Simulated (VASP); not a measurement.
A convergence study with VASP on Ti (space group no. 194 when undisturbed): one setting is varied, all else stays as given below, so the limit is that of these other settings. One atom is moved off its site, so that forces are finite.

```
Ti
1.0
    1.46762    -2.54200     0.00000
    1.46762     2.54200     0.00000
    0.00000     0.00000     4.65660
Ti
2
Cartesian
  1.46762   0.84734   1.21415
  1.46763  -0.84734   3.49245
```

Calculation: LDA (Ceperley-Alder, Perdew-Zunger), VASP's LDA PAW potentials (set 64) (plane waves; VASP). The tightest run used: 300 eV cut-off, 20×20×11 Γ-centred mesh, Fermi-Dirac smearing of 0.10 eV, potentials Ti_sv.

The settings run are 2×2×1 mesh; 2×2×2 mesh; 3×3×2 mesh; 4×4×2 mesh; 4×4×3 mesh; 5×5×3 mesh; 6×6×3 mesh; 6×6×4 mesh; 7×7×4 mesh; 8×8×5 mesh; 9×9×5 mesh; 10×10×6 mesh; 11×11×6 mesh; 12×12×7 mesh; 14×14×8 mesh; 15×15×8 mesh; 17×17×9 mesh; 18×18×10 mesh; 20×20×11 mesh. From which on does the energy per atom stay within 0.01 eV/atom of the tightest run?

From 6×6×4 mesh on: it is off by 0.0046 there and by no more than 0.01 in any finer run, while 6×6×3 mesh is off by 0.0124.
```tsv
setting	E (eV/atom)	pressure (GPa)	largest force (eV/Å)	irreducible k-points	difference judged (eV/atom)
2×2×1 mesh	-8.8504	-14.27	0.265	2	0.3554
2×2×2 mesh	-8.8274	-18.60	0.331	4	0.3325
3×3×2 mesh	-8.5329	-9.55	0.221	6	0.0380
4×4×2 mesh	-8.4674	-7.84	0.190	8	0.0275
4×4×3 mesh	-8.4804	-7.72	0.125	9	0.0146
5×5×3 mesh	-8.4973	-8.24	0.148	12	0.0023
6×6×3 mesh	-8.4825	-7.80	0.117	17	0.0124
6×6×4 mesh	-8.4903	-8.25	0.154	24	0.0046
7×7×4 mesh	-8.4964	-8.24	0.135	28	0.0015
8×8×5 mesh	-8.4952	-8.22	0.128	40	0.0003
9×9×5 mesh	-8.4956	-8.28	0.135	50	0.0007
10×10×6 mesh	-8.4943	-8.23	0.137	72	0.0006
11×11×6 mesh	-8.4946	-8.23	0.133	84	0.0004
12×12×7 mesh	-8.4948	-8.23	0.131	112	0.0002
14×14×8 mesh	-8.4949	-8.23	0.133	168	0.0001
15×15×8 mesh	-8.4949	-8.24	0.133	192	0.0001
17×17×9 mesh	-8.4949	-8.24	0.133	261	0.0000
18×18×10 mesh	-8.4950	-8.24	0.133	330	0.0000
20×20×11 mesh	-8.4949	-8.24	0.133	429	0.0000
```

VASP warned of too few bands at 2×2×2 mesh.

Left out are rungs that failed or repeat a setting and relaxations that didn't move; long series are thinned to 24 rows.

The structure is a typed Ti crystal (space group no. 194). The cell was not relaxed at this level, it is distorted from the ideal structure.
